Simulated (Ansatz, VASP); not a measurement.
# CoH3: VASP beside Ansatz

One calculation is typed for both programs; each brings its own data sets. How far apart do they land? The cell is taken from a series of runs on this material, whose earlier steps may have relaxed, scaled, displaced or heated it; both programs get it as it stands.

Calculated with Ansatz 0.2.0; plane waves, with VASP 6.6.1 beside it; zone-centre phonons at PBE.

### Step 1. Set-up

The structure is cubic, space group Pm-3m (No. 221). Conventional cell: a = 2.612 Å, b = 2.612 Å, c = 2.612 Å, α = 90.00°, β = 90.00°, γ = 90.00°. Nearest to Co lie 12 H at 1.85 Å. H has 4 Co at 1.85 Å and 8 H at 1.85 Å nearest. Farther neighbours are not listed.

### Step 2. VASP: zone-centre phonons, PBE

Second derivatives magnify differences that forces hide, and they need a tight electronic threshold.

Lines of VASP's logs that name or quote its potential files are left out, and so is its time.

INCAR reads:

```
SYSTEM = CoH3
PREC = Accurate
ENCUT = 600
EDIFF = 1E-08
NELM = 120
ISMEAR = 1
SIGMA = 0.2
LREAL = .FALSE.
ALGO = Normal
GGA = PE
NBANDS = 12
LASPH = .TRUE.
LORBIT = 11
LWAVE = .FALSE.
LCHARG = .FALSE.
ISIF = 2
IBRION = 8
GGA_COMPAT = .FALSE.
KPAR = 2
```

POSCAR reads:

```
CoH3
1.0
    2.6121745813      0.0000000000      0.0000000000
    0.0000000000      2.6121745813      0.0000000000
    0.0000000000      0.0000000000      2.6121745813
Co H
1 3
Direct
    0.0000000000      0.0000000000      0.0000000000
    0.0000000000      0.5000000000      0.5000000000
    0.5000000000      0.0000000000      0.5000000000
    0.5000000000      0.5000000000      0.0000000000
```

KPOINTS reads:

```
Automatic mesh
0
Gamma
16 16 16
0 0 0
```

PAW data sets: Co and H (PBE family, release 64).

Started as:

```
mpirun -np 2 vasp_std
```

Numbers of over 12 decimals in the logs are rounded to 6 here.

The log of the run:

```text
[banner, memory and clock lines left out]
running    2 mpi-ranks, on    1 nodes
 distrk:  each k-point on    1 cores,    2 groups
 distr:  one band on    1 cores,    1 groups

 POSCAR found type information on POSCAR CoH
 POSCAR found :  2 types and       4 ions
 LDA part: xc-table for (Slater+PW92), standard interpolation
 POSCAR, INCAR and KPOINTS ok, starting setup
 FFT: planning ... GRIDC
 FFT: planning ... GRID_SOFT
 FFT: planning ... GRID
 WAVECAR not read
 entering main loop
       N       E                     dE             d eps       ncg     rms          rms(c)
DAV:   1     0.407986807358E+02    0.40799E+02   -0.61884E+03  4004   0.128E+03
DAV:   2    -0.160490126667E+02   -0.56848E+02   -0.52448E+02  4188   0.209E+02
DAV:   3    -0.179938378961E+02   -0.19448E+01   -0.19321E+01  4552   0.454E+01
DAV:   4    -0.180148438081E+02   -0.21006E-01   -0.20999E-01  4492   0.422E+00
DAV:   5    -0.180154899610E+02   -0.64615E-03   -0.64611E-03  4780   0.761E-01    0.146E+01
DAV:   6    -0.180550861253E+02   -0.39596E-01   -0.42040E+01  4512   0.875E+01    0.108E+01
DAV:   7    -0.162287534836E+02    0.18263E+01   -0.16239E+01  4636   0.535E+01    0.295E+00
DAV:   8    -0.161985032250E+02    0.30250E-01   -0.16768E-01  5016   0.449E+00    0.798E-01
DAV:   9    -0.161974580285E+02    0.10452E-02   -0.13268E-02  5544   0.989E-01    0.286E-01
DAV:  10    -0.161972244835E+02    0.23355E-03   -0.98827E-04  5076   0.332E-01    0.101E-01
DAV:  11    -0.161971958031E+02    0.28680E-04   -0.50311E-05  4372   0.823E-02    0.760E-03
DAV:  12    -0.161971957362E+02    0.66876E-07   -0.23084E-06  4808   0.186E-02    0.367E-03
DAV:  13    -0.161971951780E+02    0.55818E-06   -0.20586E-07  4200   0.606E-03    0.357E-04
DAV:  14    -0.161971951230E+02    0.55068E-07   -0.43127E-09  3056   0.583E-04    0.319E-04
DAV:  15    -0.161971951646E+02   -0.41640E-07   -0.54224E-10  2192   0.294E-04    0.373E-05
DAV:  16    -0.161971951646E+02   -0.25580E-10   -0.16321E-10  2088   0.135E-04
   1 F= -.16197195E+02 E0= -.16197602E+02  d E =0.122197E-02
 Linear response reoptimize wavefunctions to high precision
DAV:   1    -0.161971951656E+02   -0.94860E-09   -0.46935E-11  2208   0.680E-05
DAV:   2    -0.161971951656E+02    0.79581E-12   -0.18023E-11  2060   0.366E-05
 Linear response DOF=           3
 Linear response progress:
  Degree of freedom:   1/  3
       N       E                     dE             d eps       ncg     rms          rms(c)
RMM:   1    -0.167941858813E+00   -0.16794E+00   -0.12158E-01 14166   0.285E+00
RMM:   2    -0.166326291461E+00    0.16156E-02   -0.41617E-03 14776   0.668E-01    0.150E-01
RMM:   3    -0.166446699184E+00   -0.12041E-03   -0.20791E-04 15675   0.133E-01    0.922E-02
RMM:   4    -0.166975594197E+00   -0.52890E-03   -0.15327E-04 16300   0.102E-01    0.786E-03
RMM:   5    -0.166951842694E+00    0.23752E-04   -0.27005E-06 17110   0.180E-02    0.606E-03
RMM:   6    -0.166935558216E+00    0.16284E-04   -0.11731E-07 16056   0.375E-03    0.449E-03
RMM:   7    -0.166899271429E+00    0.36287E-04   -0.51771E-07 15485   0.760E-03    0.563E-04
RMM:   8    -0.166896853295E+00    0.24181E-05   -0.74153E-08 17347   0.224E-03    0.495E-04
RMM:   9    -0.166899439578E+00   -0.25863E-05   -0.18497E-08 16466   0.116E-03    0.171E-04
RMM:  10    -0.166898157125E+00    0.12825E-05   -0.10882E-09 17216   0.350E-04    0.224E-05
RMM:  11    -0.166898179290E+00   -0.22164E-07   -0.26383E-10 18187   0.108E-04    0.172E-05
RMM:  12    -0.166898277419E+00   -0.98130E-07   -0.12867E-10 17350   0.425E-05    0.345E-06
RMM:  13    -0.166898265230E+00    0.12189E-07    0.50368E-11 17986   0.126E-05    0.121E-06
RMM:  14    -0.166898269715E+00   -0.44850E-08   -0.21598E-12 17603   0.450E-06    0.371E-07
 first order change of Fermi-energy   0.33555E-02
 force on displaced ion       1 direction 1 :   0.323   0.000  -0.000
 Linear response progress:
  Degree of freedom:   2/  3
       N       E                     dE             d eps       ncg     rms          rms(c)
RMM:   1    -0.134049344368E-01   -0.13405E-01    0.14237E-02 20270   0.666E-01
RMM:   2    -0.134328609581E-01   -0.27927E-04   -0.25852E-04 14156   0.178E-01    0.362E-02
RMM:   3    -0.136260435898E-01   -0.19318E-03   -0.67479E-05 16023   0.463E-02    0.210E-02
RMM:   4    -0.138810448717E-01   -0.25500E-03   -0.56158E-06 15976   0.186E-02    0.304E-03
RMM:   5    -0.139316802837E-01   -0.50635E-04   -0.60762E-07 16715   0.487E-03    0.921E-04
RMM:   6    -0.139218658343E-01    0.98144E-05   -0.50818E-08 16271   0.178E-03    0.877E-05
RMM:   7    -0.139214226958E-01    0.44314E-06   -0.63805E-09 17252   0.530E-04    0.519E-05
RMM:   8    -0.139213168127E-01    0.10588E-06   -0.35073E-10 16414   0.160E-04    0.200E-05
RMM:   9    -0.139213000021E-01    0.16811E-07    0.30433E-11 17503   0.568E-05    0.423E-06
RMM:  10    -0.139212769011E-01    0.23101E-07   -0.10137E-12 17959   0.158E-05    0.163E-06
RMM:  11    -0.139212747957E-01    0.21054E-08   -0.41611E-12 16294   0.586E-06    0.182E-07
 first order change of Fermi-energy  -0.14661E-04
 force on displaced ion       2 direction 1 :  -3.517   0.000  -0.000
 Linear response progress:
  Degree of freedom:   3/  3
       N       E                     dE             d eps       ncg     rms          rms(c)
RMM:   1    -0.146530219840E-01   -0.14653E-01    0.24950E-02 36609   0.944E-01
RMM:   2    -0.147672440418E-01   -0.11422E-03   -0.79731E-04 25070   0.372E-01    0.724E-02
RMM:   3    -0.150869360199E-01   -0.31969E-03   -0.21195E-04 28505   0.105E-01    0.396E-02
RMM:   4    -0.155503764341E-01   -0.46344E-03   -0.38258E-05 28138   0.476E-02    0.576E-03
RMM:   5    -0.156562686650E-01   -0.10589E-03   -0.40246E-06 29888   0.134E-02    0.205E-03
RMM:   6    -0.156346655769E-01    0.21603E-04   -0.31352E-07 28981   0.446E-03    0.331E-04
RMM:   7    -0.156338422572E-01    0.82332E-06   -0.34438E-08 31205   0.121E-03    0.126E-04
RMM:   8    -0.156336431945E-01    0.19906E-06   -0.33567E-09 30307   0.332E-04    0.676E-05
RMM:   9    -0.156334430549E-01    0.20014E-06    0.12847E-10 31596   0.131E-04    0.194E-05
RMM:  10    -0.156334356744E-01    0.73805E-08   -0.22592E-10 31921   0.341E-05    0.653E-06
 first order change of Fermi-energy  -0.13493E-04
 force on displaced ion       2 direction 2 :   0.000  -0.155   0.000
 Linear response finished
```

OUTCAR, selected parts (step 2):

```text
ion  position               nearest neighbor table
   1  0.000  0.000  0.000-   2 1.85   3 1.85   4 1.85   2 1.85   3 1.85   2 1.85   4 1.85   2 1.85
                             3 1.85   4 1.85   3 1.85   4 1.85
   2  0.000  0.500  0.500-   1 1.85   1 1.85   1 1.85   1 1.85
   3  0.500  0.000  0.500-   1 1.85   1 1.85   1 1.85   1 1.85
   4  0.500  0.500  0.000-   1 1.85   1 1.85   1 1.85   1 1.85

  LATTYP: Found a simple cubic cell.
 ALAT       =     2.6121745813

 Subroutine GETGRP returns: Found 48 space group operations
 (whereof 48 operations were pure point group operations)

The static configuration has the point symmetry O_h .

 Found    165 irreducible k-points:

   k-points           NKPTS =    165   k-points in BZ     NKDIM =    165   number of bands    NBANDS=     12

   dimension x,y,z NGX =    24 NGY =   24 NGZ =   24
   dimension x,y,z NGXF=    48 NGYF=   48 NGZF=   48

   ENCUT  =  600.0 eV  44.10 Ry    6.64 a.u.   5.22  5.22  5.22*2*pi/ulx,y,z

   NELECT =      12.0000    total number of electrons

 k-points in reciprocal lattice and weights: Automatic mesh
   0.00000000  0.00000000  0.00000000       0.000
   0.06250000  0.00000000  0.00000000       0.001
   0.12500000  0.00000000  0.00000000       0.001
   0.18750000  0.00000000  0.00000000       0.001
   0.25000000  0.00000000  0.00000000       0.001
   0.31250000  0.00000000  0.00000000       0.001
   0.37500000  0.00000000  0.00000000       0.001
   0.43750000  0.00000000  0.00000000       0.001
   0.50000000  0.00000000  0.00000000       0.001
[...]
0.50000000  0.50000000  0.43750000       0.001
   0.50000000  0.50000000  0.50000000       0.000

 average (electrostatic) potential at core
       1 -80.6114       2 -29.8748       3 -29.8748       4 -29.8748

  Total       -0.0236569     -0.0236569     -0.0236569      0.0000000      0.0000000     -0.0000000
  in kB       -2.1264798     -2.1264798     -2.1264798      0.0000000      0.0000000     -0.0000000
  external PRESSURE =      -2.1264798 kB  Pullay stress =       0.0000000 kB

  energy-cutoff  :      600.00
  volume of cell :       17.82
      direct lattice vectors                 reciprocal lattice vectors
     2.612174581  0.000000000  0.000000000     0.382822805  0.000000000  0.000000000
     0.000000000  2.612174581  0.000000000     0.000000000  0.382822805  0.000000000
     0.000000000  0.000000000  2.612174581     0.000000000  0.000000000  0.382822805

 POSITION                                       TOTAL-FORCE (eV/Angst)
 -----------------------------------------------------------------------------------
      0.00000      0.00000      0.00000         0.000000      0.000000      0.000000
      0.00000      1.30609      1.30609         0.000000      0.000000      0.000000
      1.30609      0.00000      1.30609         0.000000      0.000000      0.000000
      1.30609      1.30609      0.00000         0.000000      0.000000      0.000000
 -----------------------------------------------------------------------------------
    total drift:                                0.000000      0.000000      0.000000

 Eigenvectors and eigenvalues of the dynamical matrix
 ----------------------------------------------------

   1 f  =   31.551838 THz   198.246045 2PiTHz 1052.456031 cm-1   130.487858 meV
             X         Y         Z           dx          dy          dz
      0.000000  0.000000  0.000000    -0.057493    0.001210   -0.000000
      0.000000  1.306087  1.306087     0.935044    0.005197   -0.000000
      1.306087  0.000000  1.306087    -0.246926   -0.019678    0.000000
      1.306087  1.306087  0.000000    -0.246926    0.005197   -0.000000

   2 f  =   31.551838 THz   198.246045 2PiTHz 1052.456031 cm-1   130.487858 meV
             X         Y         Z           dx          dy          dz
      0.000000  0.000000  0.000000     0.000000    0.000000   -0.057505
      0.000000  1.306087  1.306087    -0.000000    0.000000   -0.246981
      1.306087  0.000000  1.306087     0.000000   -0.000000   -0.246981
      1.306087  1.306087  0.000000     0.000000    0.000000    0.935251

   3 f  =   31.551838 THz   198.246045 2PiTHz 1052.456031 cm-1   130.487858 meV
             X         Y         Z           dx          dy          dz
      0.000000  0.000000  0.000000    -0.001210   -0.057493   -0.000000
      0.000000  1.306087  1.306087     0.019678   -0.246926   -0.000000
      1.306087  0.000000  1.306087    -0.005197    0.935044    0.000000
      1.306087  1.306087  0.000000    -0.005197   -0.246926    0.000000

   4 f  =    6.463333 THz    40.610318 2PiTHz  215.593576 cm-1    26.730185 meV
             X         Y         Z           dx          dy          dz
      0.000000  0.000000  0.000000     0.000000   -0.000000    0.000000
      0.000000  1.306087  1.306087    -0.000000   -0.085503    0.114236
      1.306087  0.000000  1.306087    -0.692560    0.000000   -0.114236
      1.306087  1.306087  0.000000     0.692560    0.085503   -0.000000

   5 f  =    6.463333 THz    40.610318 2PiTHz  215.593576 cm-1    26.730185 meV
             X         Y         Z           dx          dy          dz
      0.000000  0.000000  0.000000    -0.000000   -0.000000    0.000000
      0.000000  1.306087  1.306087    -0.000000   -0.648272   -0.280360
      1.306087  0.000000  1.306087     0.033791   -0.000000    0.280360
      1.306087  1.306087  0.000000    -0.033791    0.648272    0.000000

   6 f  =    6.463333 THz    40.610318 2PiTHz  215.593576 cm-1    26.730185 meV
             X         Y         Z           dx          dy          dz
      0.000000  0.000000  0.000000    -0.000000   -0.000000    0.000000
      0.000000  1.306087  1.306087    -0.000000   -0.269133    0.639022
      1.306087  0.000000  1.306087     0.138632   -0.000000   -0.639022
      1.306087  1.306087  0.000000    -0.138632    0.269133    0.000000

   7 f  =    0.008606 THz     0.054073 2PiTHz    0.287063 cm-1     0.035591 meV
             X         Y         Z           dx          dy          dz
      0.000000  0.000000  0.000000    -0.875257   -0.431085   -0.000026
      0.000000  1.306087  1.306087    -0.113759   -0.055898   -0.000003
      1.306087  0.000000  1.306087    -0.113493   -0.056029   -0.000003
      1.306087  1.306087  0.000000    -0.113493   -0.055898   -0.000003

   8 f  =    0.008606 THz     0.054073 2PiTHz    0.287063 cm-1     0.035591 meV
             X         Y         Z           dx          dy          dz
      0.000000  0.000000  0.000000    -0.431070    0.875226    0.008186
      0.000000  1.306087  1.306087    -0.056027    0.113489    0.001062
      1.306087  0.000000  1.306087    -0.055896    0.113755    0.001062
      1.306087  1.306087  0.000000    -0.055896    0.113489    0.001064

   9 f  =    0.008606 THz     0.054073 2PiTHz    0.287063 cm-1     0.035591 meV
             X         Y         Z           dx          dy          dz
      0.000000  0.000000  0.000000    -0.003594    0.007356   -0.975624
      0.000000  1.306087  1.306087    -0.000467    0.000954   -0.126507
      1.306087  0.000000  1.306087    -0.000466    0.000956   -0.126507
      1.306087  1.306087  0.000000    -0.000466    0.000954   -0.126804

  10 f/i=   10.171384 THz    63.908692 2PiTHz  339.280858 cm-1    42.065446 meV
             X         Y         Z           dx          dy          dz
      0.000000  0.000000  0.000000     0.182606    0.032452   -0.101911
      0.000000  1.306087  1.306087    -0.285178   -0.099736    0.313203
      1.306087  0.000000  1.306087    -0.561206   -0.050681    0.313203
      1.306087  1.306087  0.000000    -0.561206   -0.099736    0.159155

  11 f/i=   10.171384 THz    63.908692 2PiTHz  339.280858 cm-1    42.065446 meV
             X         Y         Z           dx          dy          dz
      0.000000  0.000000  0.000000    -0.101011   -0.013947   -0.185435
      0.000000  1.306087  1.306087     0.157750    0.042863    0.569900
      1.306087  0.000000  1.306087     0.310438    0.021781    0.569900
      1.306087  1.306087  0.000000     0.310438    0.042863    0.289596

  12 f/i=   10.171384 THz    63.908692 2PiTHz  339.280858 cm-1    42.065446 meV
             X         Y         Z           dx          dy          dz
      0.000000  0.000000  0.000000    -0.035153    0.208653    0.003455
      0.000000  1.306087  1.306087     0.054899   -0.641257   -0.010619
      1.306087  0.000000  1.306087     0.108036   -0.325856   -0.010619
      1.306087  1.306087  0.000000     0.108036   -0.641257   -0.005396

 ELASTIC MODULI CONTR FROM IONIC RELAXATION (kBar)
 Direction    XX          YY          ZZ          XY          YZ          ZX
 --------------------------------------------------------------------------------
 XX           0.0000      0.0000      0.0000      0.0000      0.0000      0.0000
 YY           0.0000      0.0000      0.0000      0.0000      0.0000      0.0000
 ZZ           0.0000      0.0000      0.0000      0.0000      0.0000      0.0000
 XY           0.0000      0.0000      0.0000      0.0000      0.0000      0.0000
 YZ           0.0000      0.0000      0.0000      0.0000      0.0000      0.0000
 ZX           0.0000      0.0000      0.0000      0.0000      0.0000      0.0000
 --------------------------------------------------------------------------------
```

(Continued in part 2 of 2.)

[Lines on the potential files, build, host, timing and source positions are cut from VASP's logs without a mark.]

[Logs are printed without paths, hosts, clocks, repeated set-up lines and the standing remarks that a program may print on its own settings, such as how far it seeks lower states.]

[Hosts, paths, dates, database ids (printed as entryN), source tags and the programs' standing remarks are cut or masked in the printed files.]
